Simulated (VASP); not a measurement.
Energy against volume of Li2Se (antifluorite). These are RPBE GGA, VASP's PBE PAW potentials (set 64) (plane waves; VASP) values and carry that method's errors. Settings: 520 eV cut-off, 6×6×6 Γ-centred mesh, Gaussian smearing of 0.050 eV, potentials Li_sv Se.

| V (Å³/atom) | E (eV/atom) |
|---|---|
| 17.630 | -3.52198 |
| 18.193 | -3.52777 |
| 18.755 | -3.52965 |
| 19.318 | -3.52821 |

**Question.** Fit these four points and predict the energy of the run at 19.880 Å³/atom.

**Answer.** A cubic in V^(−2/3), the third-order Birch-Murnaghan form, passes through the four points with V0 = 18.78 Å³/atom and B0 = 31 GPa, and gives -3.5239 eV/atom there. The run gave -3.5238 eV/atom, +0.1 meV/atom from the fit; all five points give B0 = 32 GPa.

The compound is Li2Se in the antifluorite structure. It was relaxed first.
